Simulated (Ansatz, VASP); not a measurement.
# One calculation of RbRe, two programs

```
Rb Re
1.0
     3.73866    0.00000    0.00000
     0.00000    3.73866    0.00000
     0.00000    0.00000    3.73866
Rb Re
1 1
Direct
  0.50000 0.50000 0.50000
  0.00000 0.00000 0.00000
```

Alike in both runs: functional PBE; k mesh 6 × 6 × 6; occupations gaussian, width 0.1 eV; no spin polarisation.

Ansatz relaxed the structure, and its values are those at the end. VASP's run is a single point on that final structure, the one shown.

|  | VASP | Ansatz |
| --- | --- | --- |
| version | VASP 6.6.1 | Ansatz 0.2.0 |
| potentials or method | VASP PAW PBE potentials, release 64 (Rb_sv, Re) | scalar-relativistic, plane waves, PAW |
| plane-wave cutoff (eV) | 520 | 420 |
| valence electrons in the cell | 16 | 24 |

```csv
,VASP,Ansatz,Ansatz less VASP
gap on the k mesh at the Fermi level (eV),none,none,-
pressure (GPa),0.3,0.2,-0.09
```

A gap of «none» marks a metal or a gap that the smearing closes. The two sets of potentials don't hold the same shells in valence.

The runs have no spin-orbit coupling, so splittings on Re are missing.
